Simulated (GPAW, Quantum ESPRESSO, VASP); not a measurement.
## FeAs₂ (P1, 6 atoms in the cell) computed with different codes at matched settings

Self-consistent single point, at a second geometry (lattice scaled by 0.98). First geometry:

```xyz
6
Lattice="5.2461 0.0000 0.0000 0.0000 5.9602 0.0000 0.0000 0.0000 2.8739" Properties=species:S:1:pos:R:3 pbc="T T T"
Fe     0.0251    -0.0286     0.0082
Fe     2.5391     2.9786     1.4290
As     0.9771     2.1625    -0.0473
As     4.3377     3.8138     0.0118
As     3.5380     0.8720     1.4178
As     1.6981     5.1023     1.4913
```

Shared settings, as Quantum ESPRESSO writes them: occupations = smearing; smearing = fermi-dirac; degauss = 0.000734986 Ry; K_POINTS = automatic 3 3 5 0 0 0. Potentials and cutoffs stand in the table.

```
code                                                                      model  ΔF from the first geometry (meV/atom)  pressure (GPa)  largest force (eV/Å)  gap on the mesh (eV)  cutoff
----------------  -------------------------------------------------------------  -------------------------------------  --------------  --------------------  --------------------  ------
Quantum ESPRESSO           LDA (PZ), PSlibrary ultrasoft (LDA) pseudopotentials                                    0.4            5.49                 2.203                 0.429   55 Ry
VASP                               LDA (PZ), VASP's LDA PAW potentials (set 64)                                   -3.3            4.76                 2.130                 0.385  300 eV
GPAW              LDA (Perdew-Wang 92), GPAW PAW datasets LDA (gpaw-data 1.0.1)                                   -3.2            4.72                 2.146                 0.390  850 eV
```

Size of the force on each atom (eV/Å): Sizes of forces hide their directions.

```tsv
code	Fe1	Fe2	As3	As4	As5	As6
Quantum ESPRESSO	1.038	2.203	1.632	0.614	0.960	0.712
VASP	1.000	2.130	1.563	0.615	0.926	0.670
GPAW	1.007	2.146	1.590	0.586	0.927	0.679
```

Gaps are read on the mesh.

The spread over the programs that give each value: ΔF from the first geometry within 3.7 meV/atom; pressure within 0.77 GPa; largest force within 0.073 eV/Å; gap on the mesh within 0.044 eV.

VASP's run is marked for a possible Pulay error in its stress at this cutoff; no cutoff test was made.

The starting cell comes from a database of computed structures (which also holds hypothetical and non-ambient phases and stackings), without a prior relaxation at this level. Its atoms were displaced at random from the sites of space group no. 58. For this run, on top of that: lattice scaled by 0.98.

Left out of this page: Ansatz, CP2K, Elk, FLEUR and SIESTA (not drawn, or without a comparable value).
